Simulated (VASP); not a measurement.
A run of VASP 6.6.1:

The input INCAR:

```
SYSTEM = N
  PREC = Accurate
  ENCUT = 520
  EDIFF = 1E-7
  ISMEAR = 0
  SIGMA = 0.02
  LREAL = .FALSE.
  LASPH = .TRUE.
  NELM = 100
  ALGO = Fast
  ISIF = 2
  LWAVE = .FALSE.
  LCHARG = .FALSE.
  GGA = PS
  IBRION = 2
  NSW = 90
  EDIFFG = -0.005
  ISYM = 0
```

File KPOINTS:

```
regular mesh
0
G
  1 1 1
  0 0 0
```

Contents of POSCAR:

```
N
1.0
   10.0000000000      0.0000000000      0.0000000000
    0.0000000000     10.5000000000      0.0000000000
    0.0000000000      0.0000000000     11.0000000000
N
2
Direct
    0.5000000000      0.5000000000      0.4500000000
    0.5000000000      0.5000000000      0.5500000000
```

Potentials or basis: VASP PAW PBE potentials, release 64 (N).

Launch:

```bash
$ cat potpaw_PBE.64/N/POTCAR > POTCAR
$ mpirun -np 1 vasp_std > vasp.out
```

Hardware: 1 thread of Intel(R) Xeon(R) 6975P-C (Granite Rapids), with other jobs on the host.

Question: Estimate the wall time of this run.

Answer: It took 3.4 min on 1 thread of Intel(R) Xeon(R) 6975P-C (Granite Rapids), on a shared host, peak memory 1 GiB. Counts: scf iterations 77, k points 1, ion steps 10.
